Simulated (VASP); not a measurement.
Crystal: PbS (Galena).

```
Pb S
1.0
     0.00000    2.96575    2.96575
     2.96575    0.00000    2.96575
     2.96575    2.96575    0.00000
Pb S
1 1
Cartesian
  0.0000 0.0000 0.0000
  2.9657 2.9657 2.9657
```

Base run:

```yaml
Program: VASP 6.6.1
Functional: PBE
Potentials_or_basis: VASP PAW PBE potentials, release 64 (Pb_d, S)
Cutoff: 520 eV
k_mesh: 8 × 8 × 8
Occupations: gaussian, width 0.02 eV
Spin: no spin polarisation
```

Its results: pressure 2.2 GPa.

After a change of settings the same cell gave: pressure 1.1 GPa. Which change was it?
A. potentials or basis from VASP PAW PBE potentials, release 64 (Pb_d, S) to VASP PAW PBE potentials, release 64 (Pb_d_GW, S_GW); cutoff from 520 eV to 450 eV; valence electrons from 20 to 22
B. k mesh from 8 × 8 × 8 to 3 × 3 × 3
C. functional from PBE to LDA; potentials or basis from VASP PAW PBE potentials, release 64 (Pb_d, S) to VASP PAW LDA potentials, release 64 (Pb_d, S)

B.

Caveats: some runs use coarse meshes.

Not every run made on this cell is shown here.
